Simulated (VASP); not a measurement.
Here is the system:

```
CELL_PARAMETERS angstrom
      5.56913     0.00000     0.00000
     -2.78457     4.82301     0.00000
      0.00000     0.00000     3.04933
ATOMIC_POSITIONS crystal
  Ce 0.00000 0.00000 0.00000
  B  0.66667 0.33333 0.00000
  B  0.33333 0.66667 0.00000
  Ir 0.50000 0.50000 0.50000
  Ir 0.00000 0.50000 0.50000
  Ir 0.50000 0.00000 0.50000
```

Level of theory: LDA (Ceperley-Alder, Perdew-Zunger), VASP's LDA PAW potentials (set 64) (plane waves; VASP). Run with 400 eV cut-off, 5×5×8 Γ-centred mesh, Fermi-Dirac smearing of 0.050 eV, potentials Ce B Ir.

The run has a spin-polarised start.

Give the spin-up energies of bands 14 to 27 at the high-symmetry points, in eV from the Fermi level.

| band | Γ | M | K | A | L | H |
|---|---|---|---|---|---|---|
| 14 | -3.01 | -3.92 | -4.32 | -2.72 | -3.88 | -4.51 |
| 15 | -3.01 | -3.36 | -3.40 | -2.72 | -3.62 | -4.33 |
| 16 | -2.26 | -3.16 | -3.16 | -2.65 | -3.32 | -2.29 |
| 17 | -2.26 | -2.76 | -3.16 | -2.65 | -2.88 | -2.29 |
| 18 | -1.28 | -2.25 | -2.24 | -2.42 | -2.69 | -1.98 |
| 19 | -1.28 | -2.23 | -1.91 | -1.81 | -1.75 | -1.98 |
| 20 | -1.12 | -2.06 | -1.78 | -1.81 | -1.49 | -1.82 |
| 21 | -1.12 | -1.85 | -1.78 | -1.49 | -0.81 | -0.67 |
| 22 | -0.88 | -1.15 | -1.68 | -1.49 | -0.34 | -0.64 |
| 23 | 0.03 | -0.20 | -0.16 | -0.52 | -0.20 | -0.23 |
| 24 | 0.03 | 0.15 | 0.22 | 0.06 | 0.00 | -0.23 |
| 25 | 0.19 | 0.25 | 0.22 | 0.06 | 0.08 | 0.10 |
| 26 | 0.31 | 0.35 | 0.34 | 0.34 | 0.29 | 0.29 |
| 27 | 0.32 | 0.37 | 0.34 | 0.52 | 0.31 | 0.30 |

Give the spin-down energies of bands 14 to 27 at the high-symmetry points, in eV from the Fermi level.

```json
[
 {"band": "14", "Γ": "-3.01", "M": "-3.92", "K": "-4.32", "A": "-2.72", "L": "-3.88", "H": "-4.51"},
 {"band": "15", "Γ": "-3.01", "M": "-3.36", "K": "-3.40", "A": "-2.72", "L": "-3.62", "H": "-4.33"},
 {"band": "16", "Γ": "-2.26", "M": "-3.16", "K": "-3.16", "A": "-2.65", "L": "-3.32", "H": "-2.29"},
 {"band": "17", "Γ": "-2.26", "M": "-2.76", "K": "-3.16", "A": "-2.65", "L": "-2.88", "H": "-2.29"},
 {"band": "18", "Γ": "-1.28", "M": "-2.25", "K": "-2.24", "A": "-2.42", "L": "-2.69", "H": "-1.98"},
 {"band": "19", "Γ": "-1.28", "M": "-2.23", "K": "-1.91", "A": "-1.81", "L": "-1.75", "H": "-1.98"},
 {"band": "20", "Γ": "-1.12", "M": "-2.06", "K": "-1.78", "A": "-1.81", "L": "-1.48", "H": "-1.82"},
 {"band": "21", "Γ": "-1.12", "M": "-1.85", "K": "-1.78", "A": "-1.49", "L": "-0.81", "H": "-0.67"},
 {"band": "22", "Γ": "-0.88", "M": "-1.15", "K": "-1.68", "A": "-1.49", "L": "-0.34", "H": "-0.64"},
 {"band": "23", "Γ": "0.03", "M": "-0.19", "K": "-0.16", "A": "-0.52", "L": "-0.20", "H": "-0.23"},
 {"band": "24", "Γ": "0.03", "M": "0.15", "K": "0.22", "A": "0.06", "L": "0.00", "H": "-0.23"},
 {"band": "25", "Γ": "0.20", "M": "0.26", "K": "0.22", "A": "0.06", "L": "0.08", "H": "0.10"},
 {"band": "26", "Γ": "0.31", "M": "0.35", "K": "0.34", "A": "0.34", "L": "0.30", "H": "0.30"},
 {"band": "27", "Γ": "0.32", "M": "0.38", "K": "0.34", "A": "0.52", "L": "0.31", "H": "0.31"}
]
```

It has no gap at this level: it comes out as a metal or semimetal.

The structure comes from a computed database's CeB2Ir3 entry; how it stands against other phases isn't given here. The cell was not relaxed at this level.
